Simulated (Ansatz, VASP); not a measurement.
# La2B4O9 (La2B4O9 (P-1)): VASP beside Ansatz, part 3 of 3

One calculation is typed for both programs; each brings its own data sets. How far apart do they land? Of the first pair: The structure shown is the start of the Ansatz relaxation below; VASP solves that cell, so the two are compared at the walk's first step.

VASP 6.6.1 and Ansatz 0.2.0.

So far. Step 4 (Comparison): The forces differ by 40 meV/Å r.m.s., which is 37.1 % of the r.m.s. force of 0.108 eV/Å (both taken over all components).

## 6. VASP: single point, PBEsol, relaxed cell, pair 2

Level of this step: PBEsol; plane waves and PAW (La, B, O) (VASP).

The same cell, functional, mesh and smearing now go to VASP, with its own data sets.

INCAR

```
SYSTEM = La2B4O9
PREC = Accurate
ENCUT = 600
EDIFF = 1E-06
NELM = 200
ISMEAR = -1
SIGMA = 0.01
LREAL = .FALSE.
ALGO = Normal
GGA = PS
NBANDS = 112
LASPH = .TRUE.
LORBIT = 11
LWAVE = .FALSE.
LCHARG = .FALSE.
ISIF = 2
GGA_COMPAT = .FALSE.
EFERMI = MIDGAP
LMAXMIX = 6
KPAR = 4
```

POSCAR

```
La2B4O9
1.0
    6.3230367870     -0.0038912334     -0.0044447834
   -1.4630438764      6.5191815976      0.0007475974
   -0.8822997931     -1.8013735902      7.4065644405
La B O
4 8 18
Direct
    0.1152131640      0.3212870961      0.6424373505
    0.4571973767      0.9061748774      0.7183594215
    0.5428026233      0.0938251226      0.2816405785
    0.8847868360      0.6787129039      0.3575626495
    0.0073139813      0.8450653572      0.8167943647
    0.2755889295      0.6648265316      0.0192839717
    0.3708276900      0.6432484860      0.3424343814
    0.3370725983      0.3293198828      0.0758030971
    0.6629274017      0.6706801172      0.9241969029
    0.6291723100      0.3567515140      0.6575656186
    0.7244110705      0.3351734684      0.9807160283
    0.9926860187      0.1549346428      0.1832056353
    0.0623519098      0.9433490268      0.6819038067
    0.1461170480      0.7226833497      0.8675242895
    0.2297677408      0.4376870305      0.9647792223
    0.2229245744      0.5939777112      0.4697288412
    0.2417693262      0.7329094418      0.2053170491
    0.1827706518      0.1471020747      0.1155395708
    0.4308303283      0.1882447783      0.5651346708
    0.4924711781      0.2242187565      0.9860625481
    0.5470173940      0.5331460367      0.7502283881
    0.4529826060      0.4668539633      0.2497716119
    0.5075288219      0.7757812435      0.0139374519
    0.5691696717      0.8117552217      0.4348653292
    0.8172293482      0.8528979253      0.8844604292
    0.7582306738      0.2670905582      0.7946829509
    0.7770754256      0.4060222888      0.5302711588
    0.7702322592      0.5623129695      0.0352207777
    0.8538829520      0.2773166503      0.1324757105
    0.9376480902      0.0566509732      0.3180961933
```

KPOINTS

```
Automatic mesh
0
Gamma
5 4 4
0 0 0
```

The projector-augmented-wave data sets are La, B and O (PBE family, release 64).

Launch:

```bash
> mpirun -np 4 vasp_std
```

Numbers of over 12 decimals in the logs are rounded to 6 here.

The log of the run:

```text
[banner, memory and clock lines left out]
running    4 mpi-ranks, on    1 nodes
[...]
[... a notice as in an earlier step ...]

 [... a notice as in an earlier step ...]

 LDA part: xc-table for (Slater+PW92), standard interpolation
 POSCAR, INCAR and KPOINTS ok, starting setup
[...]
entering main loop
       N       E                     dE             d eps       ncg     rms          rms(c)
DAV:   1     0.297657121659E+04    0.29766E+04   -0.73907E+04 11704   0.260E+03
DAV:   2     0.864287738563E+03   -0.21123E+04   -0.19039E+04 11072   0.724E+02
DAV:   3     0.541509115158E+02   -0.81014E+03   -0.67566E+03 10824   0.308E+02
DAV:   4    -0.226176208262E+03   -0.28033E+03   -0.25976E+03 14384   0.155E+02
[...]
DAV:  16    -0.260054918850E+03   -0.66900E-05   -0.41362E-05 16896   0.263E-02    0.122E-02
DAV:  17    -0.260054917095E+03    0.17554E-05   -0.14307E-05 13664   0.166E-02    0.411E-03
DAV:  18    -0.260054917711E+03   -0.61670E-06   -0.74594E-06 13752   0.112E-02
   1 F= -.26005492E+03 E0= -.26005492E+03  d E =0.000000E+00
```

From OUTCAR (step 6):

```text
  Total        0.2817745      0.1360699      0.1971190      0.0619232     -0.1909196     -0.2066631
  in kB        1.4790320      0.7142300      1.0346759      0.3250346     -1.0021353     -1.0847731
  external PRESSURE =       1.0759793 kB  Pullay stress =       0.0000000 kB

 POSITION                                       TOTAL-FORCE (eV/Angst)
 -----------------------------------------------------------------------------------
     -0.30838      0.93681      4.75798        -0.000841     -0.007153     -0.002096
      0.93129      4.61171      5.31922         0.002376      0.007017     -0.005476
      3.04640      0.10221      2.08365        -0.002376     -0.007017      0.005476
      4.28608      3.77711      2.64489         0.000841      0.007153      0.002096
     -1.91078      4.03775      6.05024         0.008464     -0.002950      0.025146
      0.75287      4.29831      0.14210        -0.051896      0.051635     -0.054145
      1.10153      3.57516      2.53509        -0.006803      0.000875      0.000381
      1.58263      2.00903      0.56019         0.007176     -0.065321     -0.030501
      2.39506      2.70488      6.84268        -0.007176      0.065321      0.030501
      2.87617      1.13876      4.86777         0.006803     -0.000875     -0.000381
      3.22482      0.41560      7.26077         0.051896     -0.051635      0.054145
      5.88847      0.67616      1.35263        -0.008464      0.002950     -0.025146
     -1.58755      4.92126      5.05099         0.034288      0.084860     -0.089594
     -0.89883      3.14800      6.42527         0.038920     -0.026562      0.010617
[...]
-----------------------------------------------------------------------------------
    total drift:                               -0.000000      0.000000      0.000000

  FREE ENERGIE OF THE ION-ELECTRON SYSTEM (eV)
  ---------------------------------------------------
  free  energy   TOTEN  =      -260.0549177114 eV

  energy  without entropy=     -260.0549177114  energy(sigma->0) =     -260.05491771

[... 1 part as in an earlier step ...]

[... 2 further parts left out ...]
[key lines of the parts left out:]
E-fermi :   7.0084
```

The run ends at a pressure of 0.11 GPa, with forces up to 0.13 eV/Å.

## 7. Differences

What differs besides the data sets and the points named for the pairs above, as far as they apply: the cutoff is 420 eV in Ansatz and 600 eV in VASP; Ansatz's pressure holds a Pulay correction, VASP's none. Total energies have different zeros and are not compared.

The two programs side by side:

| quantity | Ansatz | VASP | difference |
| --- | --- | --- | --- |
| pressure (GPa) | -0.01 | 0.11 | -0.12 |
| gap on the k mesh (eV) | 4.737 | 4.846 | -0.109 |

Forces on 7 of the 30 atoms, those with the largest forces and the largest differences (eV/Å; atoms numbered as in POSCAR):

| atom | Ansatz x, y, z | VASP x, y, z |
| --- | --- | --- |
| B6 | 0.000, -0.001, -0.001 | -0.052, 0.052, -0.054 |
| B11 | 0.000, 0.001, 0.001 | 0.052, -0.052, 0.054 |
| O13 | 0.001, -0.001, 0.001 | 0.034, 0.085, -0.090 |
| O16 | 0.000, 0.000, -0.001 | -0.063, -0.039, 0.060 |
| O24 | -0.001, 0.000, -0.001 | 0.053, 0.058, 0.040 |
| O27 | 0.000, 0.000, 0.001 | 0.063, 0.039, -0.060 |
| O30 | -0.001, 0.001, -0.001 | -0.034, -0.085, 0.090 |

The forces differ by 39 meV/Å r.m.s., where the r.m.s. force is 0.001 eV/Å in Ansatz and 0.039 eV/Å in VASP: the atoms lie near their places of rest in Ansatz, so a percentage would say little (all taken over all components). A gap on the mesh is an upper bound, since the band edges may lie between its points.

## 8. Outcome

```yaml
r_m_s_force_difference_single_point_pbesol_start_cell_pair_1: 40 meV/Å
r_m_s_force_difference_single_point_pbesol_relaxed_cell_pair_2: 39 meV/Å
difference_in_gap_on_the_k_mesh_single_point_pbesol_relaxed_cell_pair_2: -0.11 eV
```

In words: The r.m.s. force difference is 40 meV/Å (single point, PBEsol, start cell, pair 1), beyond the 12 meV/Å picked in this series as the mark of a large difference. What causes the difference of the single point, PBEsol, start cell, pair 1 pair stays open here. By the marks of this series, far apart in the single point, PBEsol, relaxed cell, pair 2 pair: the r.m.s. force difference, 39 meV/Å and the difference in gap on the k mesh, -0.11 eV. What causes the difference of the single point, PBEsol, relaxed cell, pair 2 pair stays open here. How closely two codes agree says nothing of how well the functional describes the real material.

[Lines on the potential files, build, host, timing and source positions are cut from VASP's logs without a mark.]

[Logs are printed without paths, hosts, clocks, repeated set-up lines and the standing remarks that a program may print on its own settings, such as how far it seeks lower states.]

[Hosts, paths, dates, database ids (printed as entryN), source tags and the programs' standing remarks are cut or masked in the printed files.]
